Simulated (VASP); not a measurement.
Shape and ions are relaxed at each volume.

Energy against volume of ZnS (wurtzite). Level of theory: LDA (Ceperley-Alder, Perdew-Zunger), VASP's LDA PAW potentials (set 64) (plane waves; VASP).

```
V (Å³/atom)  E (eV/atom)
-----------  -----------
17.524          -4.08015
18.083          -4.09561
18.642          -4.10046
19.202          -4.09631
19.761          -4.08453
```

### Question
Fit a third-order Birch-Murnaghan equation of state.

### Answer

```yaml
volume_per_atom: 18.65 Å³/atom
bulk_modulus: 85.6 GPa
pressure_derivative_of_the_bulk_modulus: 4.48
```

Measured: bulk modulus 80.0 GPa (computed value off by +7.0 %), as given by Isothermal phase behavior of Ag3SbS3, ZnGeP2, and ZnS (abstract). The calculation is for a static lattice, while the measured bulk modulus holds thermal and zero-point effects, which are part of the difference.

The compound is ZnS in the wurtzite structure, the high-temperature form. It was relaxed first, which changed the volume by -6 %.
